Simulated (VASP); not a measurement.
```
CELL_PARAMETERS angstrom
      0.00000     2.05000     2.05000
      2.05000     0.00000     2.05000
      2.05000     2.05000     0.00000
ATOMIC_POSITIONS crystal
  V  0.00000 0.00000 0.00000
  N  0.50000 0.50000 0.50000
```

Level of theory: optB86b-vdW, VASP's PBE PAW potentials (set 64) (plane waves; VASP). Numerical set-up: 520 eV cut-off, 15×15×15 Γ-centred mesh, first-order Methfessel-Paxton smearing of 0.10 eV, potentials V_sv N.

Question: Estimate the energy per atom (σ→0), band gap (on the k-mesh) with the smallest direct gap where there is one.

Answer: 
```
Quantity                                                     Value
------------------------  ----------------------------------------
band gap (on the k-mesh)  none (metal, semimetal or under 0.01 eV)
energy per atom (σ→0)                               -7.650 eV/atom
```

The compound is VN in the rock salt structure, which distorts at low temperature. It was relaxed first. The run is not spin-polarised, so no magnetic state was tried. VASP warned that the highest band is occupied, so more bands are needed.
